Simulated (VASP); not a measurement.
Input:

```
CELL_PARAMETERS angstrom
      0.00000     2.13270     2.13270
      2.13270     0.00000     2.13270
      2.13270     2.13270     0.00000
ATOMIC_POSITIONS crystal
  Mg 0.00000 0.00000 0.00000
  O  0.50000 0.50000 0.50000
```

Level of theory: PBE GGA, VASP's PBE PAW potentials (set 64) (plane waves; VASP 6.6.1). Settings: PREC = Normal, 500 eV cut-off, 4×4×4 Γ-centred mesh, Gaussian smearing of 0.010 eV, potentials Mg_sv_GW O_GW_new.

Q: Give the stress tensor in GPa (positive for a compressed cell).

A: 
```
-4.34   0.00   0.00
 0.00  -4.34   0.00
 0.00   0.00  -4.34
```
The pressure is its mean diagonal, -4.34 GPa.

The compound is MgO in the rock salt structure. This cell is one point of a volume scan, at 1.04 of the reference volume. The k-mesh is coarse (spacing up to 0.64 per Å, 2π included), so the numbers may not be converged in it.
